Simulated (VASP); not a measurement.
An input for Quantum ESPRESSO's pw.x (written as the equivalent of a VASP run, and not itself run):

```
&CONTROL
  calculation = 'scf'
  pseudo_dir = './pseudo'
  outdir = './out'
  tprnfor = .true.
  tstress = .true.
/
&SYSTEM
  ibrav = 0
  nat = 3
  ntyp = 2
  ecutwfc = 74
  occupations = 'smearing'
  smearing = 'gaussian'
  degauss = 0.003675
  input_dft = 'pbesol'
/
&ELECTRONS
  conv_thr = 7.3e-09
  electron_maxstep = 100
/
ATOMIC_SPECIES
  Li 6.940 Li.upf
  S 32.060 S.upf
CELL_PARAMETERS angstrom
     0.0000000    2.7986603    2.7986603
     2.7986603    0.0000000    2.7986603
     2.7986603    2.7986603    0.0000000
ATOMIC_POSITIONS crystal
  Li   0.2500000  0.2500000  0.2500000
  Li   0.7500000  0.7500000  0.7500000
  S    0.0000000  0.0000000  0.0000000
K_POINTS automatic
  7 7 7 0 0 0
```

### Question
Translate this input to VASP (INCAR, KPOINTS, POSCAR, choice of POTCAR).

### Answer
Several could match; the one computed here: 
**KPOINTS**
```
Automatic
0
G
 7 7 7
0 0 0
```

**POSCAR**
```
Li2S
1
    0.0000000000     2.7986603398     2.7986603398
    2.7986603398     0.0000000000     2.7986603398
    2.7986603398     2.7986603398     0.0000000000
Li S
2 1
Direct
  0.2500000000   0.2500000000   0.2500000000
  0.7500000000   0.7500000000   0.7500000000
  0.0000000000   0.0000000000   0.0000000000
```

INCAR:
```
# general
SYSTEM = Li2S
PREC   = Accurate
ENCUT  = 520
LREAL  = .FALSE.
LASPH  = .TRUE.

# electronic loop
EDIFF  = 1E-7
NELM   = 100
ALGO   = Normal

# smearing
ISMEAR = 0
SIGMA  = 0.05

# functional
GGA    = PS

# ions
ISIF   = 2

# output
LWAVE  = .FALSE.
LCHARG = .FALSE.
```

POTCAR, in this order: Li_sv S (PBE.64 set). Program: vasp_std.

Limits of the translation: the potentials are each code's own (VASP's PAW set, PseudoDojo norm-conserving files in pw.x), so ENCUT and ecutwfc are chosen apart and not converted; conv_thr bounds pw.x's estimated SCF error, while EDIFF bounds the energy change between steps.

The compound is Li2S in the antifluorite structure. This cell is one point of a volume scan, at 0.97 of the reference volume.
